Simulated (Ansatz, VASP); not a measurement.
# CuRh (Cu-Rh-Rh-Cu stack, (111) layers) in two plane-wave programs, part 2 of 3

One calculation is typed for both programs; each brings its own data sets. How far apart do they land? The cell is taken from a series of runs on this material, whose earlier steps may have relaxed, scaled, displaced or heated it; both programs get it as it stands.

VASP 6.6.1 and Ansatz 0.2.0.

So far: The starting structure; Ansatz: zone-centre phonons, PBEsol.

### Step 3. VASP: zone-centre phonons, PBEsol

Level of this step: PBEsol; plane waves and PAW (Cu, Rh_pv) (VASP).

The same cell, functional, mesh and smearing now go to VASP, with its own data sets.

Lines of VASP's logs that name or quote its potential files are left out, and so is its time.

Contents of INCAR:

```
SYSTEM = CuRh
PREC = Accurate
ENCUT = 600
EDIFF = 1E-08
NELM = 120
ISMEAR = 1
SIGMA = 0.2
LREAL = .FALSE.
ALGO = Normal
GGA = PS
NBANDS = 32
LASPH = .TRUE.
LORBIT = 11
LWAVE = .FALSE.
LCHARG = .FALSE.
ISIF = 2
IBRION = 8
GGA_COMPAT = .FALSE.
NELMDL = -8
KPAR = 2
```

Contents of POSCAR:

```
CuRh
1.0
    2.6137113438     -0.0000028081      0.0000000000
   -1.3068532400      2.2635418259      0.0000000000
    0.0000000000      0.0000000000     36.9635839278
Cu Rh
2 2
Direct
    0.0000000000      0.0000000000      0.1513087328
    0.0000000000      0.0000000000      0.3243429257
    0.3333333333      0.6666666667      0.2083519900
    0.6666666667      0.3333333333      0.2672996685
```

Contents of KPOINTS:

```
Automatic mesh
0
Gamma
8 8 1
0 0 0
```

Potentials, in the order of the species: Cu and Rh_pv (PBE family, release 64).

On the command line:

```bash
> mpirun -np 2 vasp_std
```

Log:

```text
[banner, memory and clock lines left out]
running    2 mpi-ranks, on    1 nodes
 distrk:  each k-point on    1 cores,    2 groups
 distr:  one band on    1 cores,    1 groups

 POSCAR found type information on POSCAR CuRh
 POSCAR found :  2 types and       4 ions
|                                                                             |
|               ----> ADVICE to this user running VASP <----                  |
|                                                                             |
|     You enforced a specific xc type in the INCAR file but a different       |
|     [... a line on the potential file left out ...]
|     I HOPE YOU KNOW WHAT YOU ARE DOING!                                     |
|                                                                             |

 LDA part: xc-table for (Slater+PW92), standard interpolation
 POSCAR, INCAR and KPOINTS ok, starting setup
 FFT: planning ... GRIDC
 FFT: planning ... GRID_SOFT
 FFT: planning ... GRID
 WAVECAR not read
 entering main loop
       N       E                     dE             d eps       ncg     rms          rms(c)
DAV:   1     0.527379119547E+03    0.52738E+03   -0.28902E+04   792   0.177E+03
DAV:   2     0.120652843993E+02   -0.51531E+03   -0.49544E+03   696   0.447E+02
DAV:   3    -0.253665644306E+02   -0.37432E+02   -0.34934E+02   832   0.144E+02
DAV:   4    -0.274382037124E+02   -0.20716E+01   -0.19703E+01   760   0.324E+01
DAV:   5    -0.275296380686E+02   -0.91434E-01   -0.90893E-01  1008   0.674E+00
DAV:   6    -0.275312599322E+02   -0.16219E-02   -0.16215E-02   888   0.797E-01
DAV:   7    -0.275313195665E+02   -0.59634E-04   -0.59634E-04  1040   0.157E-01
DAV:   8    -0.275313212377E+02   -0.16711E-05   -0.16711E-05   904   0.247E-02    0.280E+01
DAV:   9    -0.452650835411E+02   -0.17734E+02   -0.13905E+02   888   0.304E+02    0.257E+01
DAV:  10    -0.242398380775E+02    0.21025E+02   -0.67105E+01   840   0.114E+02    0.756E+00
DAV:  11    -0.235874981045E+02    0.65234E+00   -0.12507E+01   752   0.244E+01    0.306E+00
DAV:  12    -0.235607416817E+02    0.26756E-01   -0.28294E+00   992   0.335E+01    0.381E+00
DAV:  13    -0.234017224869E+02    0.15902E+00   -0.60256E-01   904   0.197E+01    0.567E-01
DAV:  14    -0.234037083007E+02   -0.19858E-02   -0.12417E-01   992   0.557E+00    0.876E-01
[...]
DAV:  27    -0.233923061081E+02   -0.19966E-05   -0.61534E-08   544   0.379E-03    0.180E-04
DAV:  28    -0.233923068935E+02   -0.78546E-06   -0.21922E-08   480   0.106E-03    0.564E-05
DAV:  29    -0.233923073235E+02   -0.42999E-06   -0.16515E-08   448   0.797E-04    0.126E-04
DAV:  30    -0.233923074047E+02   -0.81197E-07   -0.44766E-09   504   0.137E-03    0.892E-05
DAV:  31    -0.233923074655E+02   -0.60782E-07   -0.97758E-10   432   0.740E-04    0.265E-05
DAV:  32    -0.233923075021E+02   -0.36598E-07   -0.43836E-10   456   0.165E-04    0.428E-05
DAV:  33    -0.233923075135E+02   -0.11435E-07   -0.80018E-11   472   0.358E-04    0.119E-05
DAV:  34    -0.233923075213E+02   -0.77362E-08    0.89088E-11   432   0.917E-05
   1 F= -.23392308E+02 E0= -.23391549E+02  d E =-.227511E-02
 Linear response reoptimize wavefunctions to high precision
DAV:   1    -0.233923075244E+02   -0.31114E-08    0.14160E-10   488   0.620E-05
DAV:   2    -0.233923075245E+02   -0.72760E-10    0.16706E-10   424   0.308E-05
 Linear response DOF=           4
 Linear response progress:
  Degree of freedom:   1/  4
       N       E                     dE             d eps       ncg     rms          rms(c)
RMM:   1    -0.231521375971E+00   -0.23152E+00   -0.11097E-01  3145   0.473E+00
RMM:   2    -0.233009172575E+00   -0.14878E-02   -0.14143E-02  3182   0.985E-01    0.101E-01
RMM:   3    -0.232782292530E+00    0.22688E-03   -0.92534E-04  3426   0.185E-01    0.634E-02
RMM:   4    -0.232462568321E+00    0.31972E-03   -0.42380E-04  3444   0.112E-01    0.232E-02
RMM:   5    -0.232474041204E+00   -0.11473E-04   -0.25196E-05  3505   0.326E-02    0.305E-02
RMM:   6    -0.232458567497E+00    0.15474E-04   -0.44869E-06  3066   0.195E-02    0.741E-03
RMM:   7    -0.232444868924E+00    0.13699E-04   -0.26996E-06  2968   0.155E-02    0.730E-03
RMM:   8    -0.232411758606E+00    0.33110E-04   -0.19523E-06  3024   0.125E-02    0.196E-03
RMM:   9    -0.232407835324E+00    0.39233E-05   -0.91003E-07  3628   0.448E-03    0.152E-03
RMM:  10    -0.232408127829E+00   -0.29250E-06   -0.29824E-08  3636   0.959E-04    0.968E-04
RMM:  11    -0.232408392801E+00   -0.26497E-06   -0.52357E-09  3298   0.679E-04    0.706E-04
RMM:  12    -0.232408468660E+00   -0.75860E-07   -0.10057E-08  3710   0.867E-04    0.252E-04
RMM:  13    -0.232407872649E+00    0.59601E-06   -0.11362E-09  3357   0.250E-04    0.451E-05
RMM:  14    -0.232407681748E+00    0.19090E-06   -0.36302E-10  3875   0.108E-04    0.129E-05
RMM:  15    -0.232407663986E+00    0.17762E-07    0.19875E-12  4045   0.295E-05    0.732E-06
RMM:  16    -0.232407643289E+00    0.20698E-07    0.20351E-11  4047   0.123E-05    0.415E-06
RMM:  17    -0.232407631279E+00    0.12010E-07    0.12734E-11  3743   0.636E-06    0.144E-06
RMM:  18    -0.232407629774E+00    0.15047E-08    0.29778E-11  3377   0.314E-06    0.579E-07
 first order change of Fermi-energy   0.24035E-03
 force on displaced ion       1 direction 1 :  -1.156   0.001   0.000
 Linear response progress:
  Degree of freedom:   2/  4
       N       E                     dE             d eps       ncg     rms          rms(c)
RMM:   2    -0.267145194380E+00    0.18549E-02   -0.10931E-02   898   0.905E-01    0.166E-01
RMM:   3    -0.267738457174E+00   -0.59326E-03   -0.20346E-03   900   0.400E-01    0.160E-01
RMM:   4    -0.267454580080E+00    0.28388E-03   -0.96511E-04   844   0.377E-01    0.108E-01
RMM:   5    -0.268609990554E+00   -0.11554E-02   -0.52904E-04   969   0.202E-01    0.264E-01
RMM:   6    -0.267705003885E+00    0.90499E-03   -0.20986E-04   901   0.155E-01    0.170E-02
RMM:   7    -0.267691976201E+00    0.13028E-04   -0.84600E-05   952   0.761E-02    0.133E-02
RMM:   8    -0.267685144238E+00    0.68320E-05   -0.15641E-05   921   0.336E-02    0.667E-03
RMM:   9    -0.267674521029E+00    0.10623E-04   -0.30526E-06  1059   0.945E-03    0.559E-03
RMM:  11    -0.267633000795E+00    0.69994E-05   -0.52053E-07  1051   0.368E-03    0.760E-04
RMM:  12    -0.267635348232E+00   -0.23474E-05    0.41984E-08  1090   0.123E-03    0.484E-04
RMM:  13    -0.267635250029E+00    0.98203E-07   -0.53003E-08  1116   0.678E-04    0.162E-04
RMM:  14    -0.267634175530E+00    0.10745E-05   -0.17814E-08  1088   0.272E-04    0.740E-05
RMM:  15    -0.267634036392E+00    0.13914E-06    0.26427E-09  1088   0.145E-04    0.259E-05
RMM:  16    -0.267634067637E+00   -0.31245E-07   -0.24239E-09  1159   0.762E-05    0.174E-05
RMM:  17    -0.267634027241E+00    0.40397E-07    0.10212E-09  1066   0.461E-05    0.140E-05
RMM:  18    -0.267633984450E+00    0.42790E-07   -0.38229E-09  1180   0.696E-05    0.149E-05
RMM:  19    -0.267634081553E+00   -0.97102E-07    0.22104E-09  1080   0.301E-05    0.525E-06
RMM:  20    -0.267634125945E+00   -0.44392E-07    0.45248E-10  1137   0.129E-05    0.152E-06
RMM:  21    -0.267634133449E+00   -0.75035E-08    0.10810E-10  1125   0.502E-06    0.134E-06
 first order change of Fermi-energy   0.29414E+00
 force on displaced ion       1 direction 3 :   0.000   0.000  -5.781
 Linear response progress:
  Degree of freedom:   3/  4
       N       E                     dE             d eps       ncg     rms          rms(c)
RMM:   1    -0.346299786874E+00   -0.34630E+00    0.24294E+01  2194   0.651E+01
RMM:   2    -0.472581467991E+00   -0.12628E+00   -0.25434E-01  3550   0.353E+00    0.172E-01
RMM:   3    -0.473939023211E+00   -0.13576E-02   -0.20133E-02  3545   0.803E-01    0.571E-02
RMM:   4    -0.473649835288E+00    0.28919E-03   -0.12374E-03  4449   0.248E-01    0.316E-02
RMM:   5    -0.473552419709E+00    0.97416E-04   -0.30620E-04  4196   0.985E-02    0.833E-02
RMM:   6    -0.473371484719E+00    0.18093E-03   -0.89591E-05  3710   0.652E-02    0.217E-02
RMM:   7    -0.473354526334E+00    0.16958E-04   -0.31897E-05  3489   0.470E-02    0.104E-02
RMM:   8    -0.473382624480E+00   -0.28098E-04   -0.11385E-05  3508   0.223E-02    0.354E-03
RMM:   9    -0.473405113949E+00   -0.22489E-04   -0.47652E-06  4626   0.902E-03    0.186E-03
RMM:  10    -0.473416692436E+00   -0.11578E-04   -0.15641E-06  4542   0.373E-03    0.118E-03
RMM:  11    -0.473439619785E+00   -0.22927E-04   -0.61280E-07  3537   0.337E-03    0.101E-03
RMM:  12    -0.473451260934E+00   -0.11641E-04   -0.41829E-07  3460   0.252E-03    0.402E-04
RMM:  13    -0.473446994652E+00    0.42663E-05   -0.86751E-08  4092   0.115E-03    0.198E-04
RMM:  14    -0.473445637915E+00    0.13567E-05   -0.18925E-07  4421   0.613E-04    0.822E-05
RMM:  15    -0.473445145879E+00    0.49204E-06   -0.10252E-08  4607   0.362E-04    0.298E-05
RMM:  16    -0.473444774425E+00    0.37145E-06   -0.34271E-09  4266   0.239E-04    0.134E-05
RMM:  17    -0.473444608746E+00    0.16568E-06   -0.72441E-09  4612   0.162E-04    0.114E-05
RMM:  18    -0.473444756628E+00   -0.14788E-06    0.68114E-08  4064   0.120E-04    0.272E-06
RMM:  19    -0.473444793583E+00   -0.36955E-07   -0.52327E-08  4553   0.860E-05    0.202E-06
RMM:  20    -0.473444816437E+00   -0.22854E-07   -0.44153E-08  4186   0.655E-05    0.191E-06
RMM:  21    -0.473444819391E+00   -0.29539E-08   -0.29405E-08  3970   0.490E-05    0.201E-06
 first order change of Fermi-energy  -0.10571E-04
 force on displaced ion       3 direction 1 :  -3.318   0.003  -0.003
 Linear response progress:
  Degree of freedom:   4/  4
       N       E                     dE             d eps       ncg     rms          rms(c)
RMM:   1    -0.554969100920E+00   -0.55497E+00    0.27080E+01   653   0.676E+01
RMM:   2    -0.689993446849E+00   -0.13502E+00   -0.47038E-01  1037   0.493E+00    0.227E-01
RMM:   3    -0.697035484584E+00   -0.70420E-02   -0.21702E-02  1048   0.914E-01    0.287E-01
RMM:   4    -0.697611802942E+00   -0.57632E-03   -0.25764E-03  1120   0.380E-01    0.285E-01
RMM:   5    -0.697343600241E+00    0.26820E-03   -0.96345E-04  1002   0.260E-01    0.190E-01
RMM:   6    -0.696675996740E+00    0.66760E-03   -0.80442E-04   953   0.317E-01    0.574E-02
RMM:   7    -0.696583184243E+00    0.92812E-04   -0.17934E-04   980   0.132E-01    0.364E-02
RMM:   8    -0.696515427874E+00    0.67756E-04   -0.77329E-05  1189   0.548E-02    0.149E-02
RMM:   9    -0.696495955262E+00    0.19473E-04   -0.12087E-05  1195   0.253E-02    0.737E-03
RMM:  10    -0.696445548308E+00    0.50407E-04   -0.85330E-06  1076   0.215E-02    0.397E-03
RMM:  11    -0.696459660287E+00   -0.14112E-04   -0.19991E-06  1108   0.977E-03    0.948E-04
RMM:  12    -0.696466760618E+00   -0.71003E-05   -0.23477E-06  1255   0.456E-03    0.600E-04
RMM:  13    -0.696466371890E+00    0.38873E-06    0.40297E-08  1299   0.214E-03    0.305E-04
RMM:  14    -0.696467434252E+00   -0.10624E-05   -0.45782E-07  1308   0.114E-03    0.115E-04
RMM:  15    -0.696466853003E+00    0.58125E-06   -0.34908E-07  1214   0.690E-04    0.658E-05
RMM:  16    -0.696467024195E+00   -0.17119E-06   -0.27596E-07  1165   0.456E-04    0.690E-05
RMM:  17    -0.696467529320E+00   -0.50512E-06   -0.17000E-07  1139   0.420E-04    0.339E-05
RMM:  18    -0.696467663636E+00   -0.13432E-06   -0.96107E-08  1270   0.255E-04    0.317E-05
RMM:  19    -0.696467599569E+00    0.64067E-07   -0.60994E-08  1191   0.199E-04    0.136E-05
RMM:  20    -0.696467603642E+00   -0.40722E-08   -0.15530E-08  1231   0.114E-04    0.526E-06
 first order change of Fermi-energy   0.26383E+00
 force on displaced ion       3 direction 3 :  -0.000   0.000 -12.472
 Linear response finished
```

(Continued in part 3 of 3.)

[Lines on the potential files, build, host, timing and source positions are cut from VASP's logs without a mark.]

[Logs are printed without paths, hosts, clocks, repeated set-up lines and the standing remarks that a program may print on its own settings, such as how far it seeks lower states.]

[Hosts, paths, dates, database ids (printed as entryN), source tags and the programs' standing remarks are cut or masked in the printed files.]
